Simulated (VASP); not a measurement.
# TlAg2PS4 (P1) in VASP: single point with LDA

Aim: the single point of TlAg2PS4 with LDA.

All numbers are computed with VASP 6.6.1; they aren't measurements. Logs are shortened: lines on timing, memory, paths and dates and some standing lists are left out, and cuts for length are marked.

## Step 1: The structure

The typed cell holds 8 atoms: a = 6.204 Å, b = 6.039 Å, c = 6.232 Å, α = 115.20°, β = 115.93°, γ = 96.41°.

The cell was built by a generator and needn't be a form met in nature.

## Step 2: Single point, LDA

Contents of INCAR:

```
SYSTEM = TlAg2PS4
PREC = Accurate
ENCUT = 520
EDIFF = 1E-6
ISMEAR = 1
SIGMA = 0.0235
LREAL = .FALSE.
LASPH = .TRUE.
NELM = 100
ALGO = Fast
ISIF = 2
LWAVE = .FALSE.
LCHARG = .TRUE.
LELF = .TRUE.
LVHAR = .TRUE.
NELECT = 62.0
NBANDS = 42
```

Contents of KPOINTS:

```
Automatic mesh
0
Gamma
  4 4 4
  0 0 0.5
```

Contents of POSCAR:

```
TlAg2PS4
1.0
   -3.2474468000      3.2834630500      4.1421503200
    3.1975178500     -3.1795238700      4.0169521400
    3.3787073000      3.3107833500     -4.0575780000
Tl Ag P S
1 2 1 4
Direct
    0.5064750000      0.5072950000      0.0112250000
    0.7517500000      0.2639400000      0.4995650000
    0.2452120000      0.7449100000      0.4946740000
    0.0071790000      0.0043050000      0.0021540000
    0.3249420000      0.3198520000      0.3609620000
    0.6797460000      0.0349900000      0.9970550000
    0.9672590000      0.9564180000      0.6455300000
    0.0495380000      0.6707060000      0.0020010000
```

Potentials or basis: VASP PAW LDA potentials, release 64 (Tl_d, Ag, P, S).

Started as:

```
cat potpaw_LDA.64/Tl_d/POTCAR potpaw_LDA.64/Ag/POTCAR potpaw_LDA.64/P/POTCAR potpaw_LDA.64/S/POTCAR > POTCAR
mpirun -np 1 vasp_std > vasp.out
```

OUTCAR:

```text
SYSTEM = TlAg2PS4
   PREC = Accurate
   ENCUT = 520
   EDIFF = 1E-6
   ISMEAR = 1
   LREAL = .FALSE.
   LASPH = .TRUE.
   NELM = 100
   ISIF = 2
   NELECT = 62.0

 ion  position               nearest neighbor table
   1  0.506  0.507  0.011-   8 3.09   6 3.14   7 3.23   5 3.28   6 3.30   5 3.36   8 3.44   7 3.44
                             2 3.74   3 3.86   3 3.86   3 3.87
   2  0.752  0.264  0.500-   5 2.51   8 2.57   6 2.62   7 2.64   1 3.74
   3  0.245  0.745  0.495-   5 2.52   7 2.53   8 2.56   6 2.65   1 3.86   1 3.86   1 3.87
   4  0.007  0.004  0.002-   7 2.01   6 2.05   5 2.05   8 2.06
   5  0.325  0.320  0.361-   4 2.05   2 2.51   3 2.52   1 3.28   1 3.36
   6  0.680  0.035  0.997-   4 2.05   2 2.62   3 2.65   1 3.14   1 3.30
   7  0.967  0.956  0.646-   4 2.01   3 2.53   2 2.64   1 3.23   1 3.44
   8  0.050  0.671  0.002-   4 2.06   3 2.56   2 2.57   1 3.09   1 3.44

  LATTYP: Found a triclinic cell.
 ALAT       =     6.2322458741
 B/A-ratio  =     1.3093060504
 C/A-ratio  =     1.0554237691
 COS(alpha) =     0.0120390063
 COS(beta)  =     0.5566370322
 COS(gamma) =     0.6475473811

  Lattice vectors:

 A1 = (  -3.3787073000,  -3.3107833500,   4.0575780000)
 A2 = (  -0.0499289500,   0.1039391800,   8.1591024600)
 A3 = (  -6.5762251500,  -0.1312594800,   0.0406258600)

Analysis of symmetry for initial positions (statically):
=====================================================================
 Subroutine PRICEL returns:
 Original cell was already a primitive cell.

 Routine SETGRP: Setting up the symmetry group for a
 triclinic supercell.

 Subroutine GETGRP returns: Found  1 space group operations
 (whereof  1 operations were pure point group operations)
 out of a pool of  2 trial point group operations.

The static configuration has the point symmetry C_1 .

Analysis of symmetry for dynamics (positions and initial velocities):
=====================================================================
 Subroutine PRICEL returns:
 Original cell was already a primitive cell.

 Routine SETGRP: Setting up the symmetry group for a
 triclinic supercell.

 Subroutine GETGRP returns: Found  1 space group operations
 (whereof  1 operations were pure point group operations)
 out of a pool of  2 trial point group operations.

The dynamic configuration has the point symmetry C_1 .

 Subroutine INISYM returns: Found  1 space group operations
 (whereof  1 operations are pure point group operations),
 and found     1 'primitive' translations

----------------------------------------------------------------------------------------

                                     Primitive cell

  volume of cell :     176.8043

  direct lattice vectors                    reciprocal lattice vectors
    -3.247446800  3.283463050  4.142150320    -0.002251597  0.150144993  0.120636018
     3.197517850 -3.179523870  4.016952140     0.152918602 -0.004628534  0.123557236
     3.378707300  3.310783350 -4.057578000     0.149089001  0.148692281 -0.000981860

  length of vectors
     6.203583609  6.038989728  6.232245874     0.192617853  0.196651755  0.210565640

  position of ions in fractional coordinates (direct lattice)
     0.506475000  0.507295000  0.011225000
     0.751750000  0.263940000  0.499565000
     0.245212000  0.744910000  0.494674000
     0.007179000  0.004305000  0.002154000
     0.324942000  0.319852000  0.360962000
     0.679746000  0.034990000  0.997055000
     0.967259000  0.956418000  0.645530000
     0.049538000  0.670706000  0.002001000

  ion indices of the primitive-cell ions
   primitive index   ion index
                 1           1
                 2           2
                 3           3
                 4           4
                 5           5
                 6           6
                 7           7
                 8           8

----------------------------------------------------------------------------------------

 KPOINTS: Automatic mesh

Automatic generation of k-mesh.
 Grid dimensions read from file:
 generate k-points for:    4    4    4

 Generating k-lattice:

  Cartesian coordinates                     Fractional coordinates (reciprocal lattice)
    -0.000562899  0.037536248  0.030159005     0.250000000  0.000000000  0.000000000
     0.038229651 -0.001157134  0.030889309     0.000000000  0.250000000  0.000000000
     0.037272250  0.037173070 -0.000245465    -0.000000000  0.000000000  0.250000000

  Length of vectors
     0.048154463  0.049162939  0.052641410

  Shift w.r.t. Gamma in fractional coordinates (k-lattice)
     0.000000000  0.000000000  0.500000000

 Subroutine IBZKPT returns following result:
 ===========================================

 Found     32 irreducible k-points:

 Following reciprocal coordinates:
            Coordinates               Weight
 -0.000000 -0.000000  0.125000      2.000000
  0.250000 -0.000000  0.125000      2.000000
  0.500000 -0.000000  0.125000      2.000000
 -0.250000 -0.000000  0.125000      2.000000
  0.000000  0.250000  0.125000      2.000000
  0.250000  0.250000  0.125000      2.000000
[... 16 lines left out ...]
  0.500000  0.250000  0.375000      2.000000
 -0.250000  0.250000  0.375000      2.000000
 [... further k-points ...]
   k-points           NKPTS =     32   k-points in BZ     NKDIM =     32   number of bands    NBANDS=     42
   number of dos      NEDOS =    301   number of ions     NIONS =      8
   total plane-waves  NPLWV = 110592
   dimension x,y,z NGX =    48 NGY =   48 NGZ =   48
   dimension x,y,z NGXF=    96 NGYF=   96 NGZF=   96
   ions per type =               1   2   1   4
   NGX,Y,Z   is equivalent  to a cutoff of  12.86, 13.21, 12.80 a.u.
   NGXF,Y,Z  is equivalent  to a cutoff of  25.73, 26.43, 25.61 a.u.
 SYSTEM =  TlAg2PS4
   PREC   = accura    normal or accurate (medium, high low for compatibility)
   ISTART =      0    job   : 0-new  1-cont  2-samecut
   ICHARG =      2    charge: 1-file 2-atom 10-const
   ISPIN  =      1    spin polarized calculation?
   LNONCOLLINEAR =      F non collinear calculations
   LSORBIT =      F    spin-orbit coupling
   LASPH  =      T    aspherical Exc in radial PAW
   ENCUT  =  520.0 eV  38.22 Ry    6.18 a.u.  11.53 11.23 11.59*2*pi/ulx,y,z
   NELM   =    100;   NELMIN=  2; NELMDL= -5     # of ELM steps
   EDIFF  = 0.1E-05   stopping-criterion for ELM
   LREAL  =      F    real-space projection
   EDIFFG = 0.1E-04   stopping-criterion for IOM
   NSW    =      0    number of steps for IOM
   IBRION =     -1    ionic relax: 0-MD 1-quasi-New 2-CG
   NFREE  =      0    steps in history (QN), initial steepest desc. (CG)
   ISIF   =      2    stress and relaxation
   ISYM   =      2    0-nonsym 1-usesym 2-fastsym
   POTIM  = 0.5000    time-step for ionic-motion
   TEBEG  =    0.0;   TEEND  =   0.0 temperature during run
   PSTRESS=    0.0 pullay stress
   NELECT =      62.0000    total number of electrons
   NUPDOWN=      -1.0000    fix difference up-down
   EMIN   =  10.00;   EMAX   =-10.00  energy-range for DOS
   EFERMI =   0.00;   METHOD = LEGACY
   ISMEAR =     1;   SIGMA  =   0.02  broadening in eV -4-tet -1-fermi 0-gaus
   EFERMI_NEDOS =   21; number of points for ismear=-14 and -15
   IALGO  =     68    algorithm
   IMIX   =      4    mixing-type and parameters
     AMIX     =   0.40;   BMIX     =  1.00
     AMIX_MAG =   1.60;   BMIX_MAG =  1.00
  volume/ion in A,a.u.               =      22.10       149.14
  Fermi-wavevector in a.u.,A,eV,Ry     =   1.154448  2.181591 18.133172  1.332751
  Thomas-Fermi vector in A             =   2.291085
   LORBIT       =      0    0 simple, 1 ext, 2 COOP (PROOUT), +10 PAW based schemes
   GGA     = CA    functional components
   LHFCALC =     F    Hartree Fock is set to
   AEXX    =    0.0000 exact exchange contribution
   IVDW    =     0    specifies the selected vdW correction
   LEPSILON=     F    determine dielectric tensor
   LRPA    =     F    only Hartree local field effects (RPA)
 non-spin polarized calculation
 RMM-DIIS sequential band-by-band and
 Methfessel and Paxton  Order N= 1 SIGMA  =   0.02
  energy-cutoff  :      520.00
  volume of cell :      176.80
 maximum number of plane-waves:      4780
 NGX is ok and might be reduce to    48
   NGX = 23   NGY = 23   NGZ = 23

 number of electron      62.0000000 magnetization

 Free energy of the ion-electron system (eV)
  ---------------------------------------------------
  ext. energy  EPLUGINS =         0.00000000
  ---------------------------------------------------
  free energy    TOTEN  =       -45.40335054 eV

  energy without entropy =      -45.40333614  energy(sigma->0) =      -45.40334574

 E-fermi :   3.6683     XC(G=0):  -9.9051

 val. band max:        3.6669301148   @ k =   0.2500  -0.2500   0.3750
 cond. band min:       3.6683927899   @ k =   0.2500   0.2500   0.1250
 fundamental gap:      0.0014626751
 Fermi energy:         3.6683003176

 k-point     1 :      -0.0000   -0.0000    0.1250
  band No.  band energies     occupation
      1     -11.5036      2.00000
      2      -8.6795      2.00000
      3      -8.5480      2.00000
      4      -8.4976      2.00000
      5      -5.4585      2.00000
      6      -5.4438      2.00000
[... 34 lines left out ...]
     41      10.6085      0.00000
     42      10.7922      0.00000

 k-point     2 :       0.2500   -0.0000    0.1250
  band No.  band energies     occupation
      1     -11.4463      2.00000
      2      -8.7651      2.00000
      3      -8.6197      2.00000
      4      -8.5226      2.00000
      5      -5.4900      2.00000
      6      -5.4520      2.00000
[... 979 lines left out ...]
     41      10.1165      0.00000
     42      10.5613      0.00000

 k-point    24 :      -0.2500    0.2500    0.3750
  band No.  band energies     occupation
      1     -11.3925      2.00000
      2      -8.7802      2.00000
      3      -8.6988      2.00000
      4      -8.5796      2.00000
      5      -5.4970      2.00000
      6      -5.4529      2.00000
[... 34 lines left out ...]
     41      10.2756      0.00000
     42      10.6863      0.00000

 [... further k-points ...]

------------------------ aborting loop because EDIFF is reached ----------------------------------------

  FORCE on cell =-STRESS in cart. coord.  units (eV):
  Direction    XX          YY          ZZ          XY          YZ          ZX
  --------------------------------------------------------------------------------------
  -------------------------------------------------------------------------------------
  Total      -26.2995483    -26.2839848    -23.5945649     -0.6804349     -0.6029551     -0.1391518
  in kB     -238.3230214   -238.1819871   -213.8108203     -6.1660105     -5.4638994     -1.2609752
  external PRESSURE =    -230.1052762 kB  Pullay stress =       0.0000000 kB

 VOLUME and BASIS-vectors are now :
 -----------------------------------------------------------------------------
  energy-cutoff  :      520.00
  volume of cell :      176.80
      direct lattice vectors                 reciprocal lattice vectors
    -3.247446800  3.283463050  4.142150320    -0.002251597  0.150144993  0.120636018
     3.197517850 -3.179523870  4.016952140     0.152918602 -0.004628534  0.123557236
     3.378707300  3.310783350 -4.057578000     0.149089001  0.148692281 -0.000981860

 POSITION                                       TOTAL-FORCE (eV/Angst)
 -----------------------------------------------------------------------------------
      0.01526      0.08720      4.09013        -0.058158     -0.015032      0.017825
      0.09057      3.28309      2.14707        -0.171794      0.205077     -0.031989
      3.25691      0.07444      2.00079        -0.007153      0.104774     -0.016853
     -0.00227      0.01702      0.03829         0.082164      0.350589     -0.442113
      1.18709      1.24502      1.16616         0.541527      0.355981      0.358127
      1.27320      5.42170     -1.08947         0.509220     -0.367724     -0.322590
      2.09810      2.27222      5.22913        -0.605615     -0.908234      0.765750
      1.99048     -1.96324      2.89127        -0.290191      0.274569     -0.328157
 -----------------------------------------------------------------------------------
    total drift:                               -0.000259      0.000679     -0.000055

  FREE ENERGIE OF THE ION-ELECTRON SYSTEM (eV)
  ---------------------------------------------------
  free  energy   TOTEN  =       -45.4033505368 eV

  energy  without entropy=      -45.4033361383  energy(sigma->0) =      -45.40334574
```

Run time: 2 min. Hardware: 1 thread of Intel Xeon 6975P-C (Granite Rapids), shared host; peak memory 0.4 GiB.

Results:

- Free energy: -45.4034 eV
- Largest force: 1.333 eV/Å
- Band gap on the k mesh: none (metal or under the smearing width)

Forces on the atoms (eV/Å):
```
Tl  -0.058 -0.015  0.018
Ag  -0.172  0.205 -0.032
Ag  -0.007  0.105 -0.017
P    0.082  0.351 -0.442
S    0.542  0.356  0.358
S    0.509 -0.368 -0.323
S   -0.606 -0.908  0.766
S   -0.290  0.275 -0.328
```

Levels at points of the mesh, in eV from the Fermi level:
```csv
k point,band 29,band 30,band 31,band 32,band 33,band 34
"(0.00, 0.00, 0.12)",-0.73,-0.68,-0.51,-0.36,2.82,3.26
```

Caveat: the cell carries a net charge on a neutralising background, which shifts energy and pressure; the cell is charged against a uniform background, so pressure and absolute levels hang on convention; forces of over 1 eV/Å show positions far from the minimum, so gaps and moduli don't describe the material at rest. Spin-orbit coupling is left out, which matters for the levels of Tl.
